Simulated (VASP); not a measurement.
Given:

```
CELL_PARAMETERS angstrom
      2.75682     0.00000     0.00000
     -1.37841     2.38748     0.00000
      0.00000     0.00000     6.49956
ATOMIC_POSITIONS crystal
  W  0.00000 0.00000 0.00000
  W  0.00000 0.00000 0.50000
  O  0.33333 0.66667 0.25000
  O  0.66667 0.33333 0.75000
```

Method: r2SCAN meta-GGA, VASP's PBE PAW potentials (set 64) (plane waves; VASP 6.6.1). Numerical set-up: 520 eV cut-off, 14×14×6 Γ-centred mesh, tetrahedra with Blöchl corrections, potentials W_sv O.

Question: Give the energies of bands 13 to 23 at the high-symmetry points, in eV from the Fermi level.

Answer: 
```tsv
band	Γ	M	K	A	L	H
13	-7.21	-9.01	-9.43	-6.29	-9.25	-8.93
14	-6.83	-7.67	-9.05	-6.29	-9.25	-8.93
15	-6.83	-7.64	-9.05	-6.29	-7.05	-8.60
16	-5.54	-6.27	-7.80	-6.29	-7.05	-8.60
17	-5.54	-5.94	-2.48	-4.79	-5.32	-2.63
18	-3.42	-5.49	-2.48	-4.79	-5.32	-2.63
19	-2.00	-0.49	-1.66	-1.36	1.23	-0.76
20	-2.00	0.50	-1.66	-1.36	1.23	-0.76
21	-1.16	0.98	0.89	-1.36	1.40	-0.05
22	-1.16	2.32	1.48	-1.36	1.40	-0.05
23	-0.31	2.98	1.67	1.67	1.86	1.18
```

It has no gap at this level: it comes out as a metal or semimetal.

The structure was generated: WO was put into the NiAs type type (P6_3/mmc), which need not be its known phase. It was relaxed first, which changed the volume by -26 %.
